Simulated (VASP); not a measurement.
Consider the following.

```yaml
crystal:
  lattice:
    - [0.00000, 3.27276, 3.27276]
    - [3.27276, 0.00000, 3.27276]
    - [3.27276, 3.27276, 0.00000]
  atoms:
    - { symbol: Cd, position: [0.00000, 0.00000, 0.00000] }
    - { symbol: Te, position: [0.25000, 0.25000, 0.25000] }
```

Computed with r2SCAN meta-GGA, VASP's PBE PAW potentials (set 64) (plane waves; VASP). Settings: 400 eV cut-off, 6×6×6 Γ-centred mesh, Gaussian smearing of 0.050 eV, potentials Cd Te.

Unless said otherwise, spin-orbit coupling is left out, though it shifts the bands of the heavy elements here.

**Question.** What does the run give for the energy per atom (σ→0), band gap (on the k-mesh) with the smallest direct gap where there is one?

**Answer.** 
```json
{
 "band gap (on the k-mesh)": "1.17 eV",
 "smallest direct gap (on the k-mesh)": "1.17 eV",
 "energy per atom (σ→0)": "-23.319 eV/atom"
}
```

Total energies compare only between runs with the same potentials, cut-off and functional.

The compound is CdTe in the zinc blende structure. It was relaxed first. The start is the result of an earlier pass.
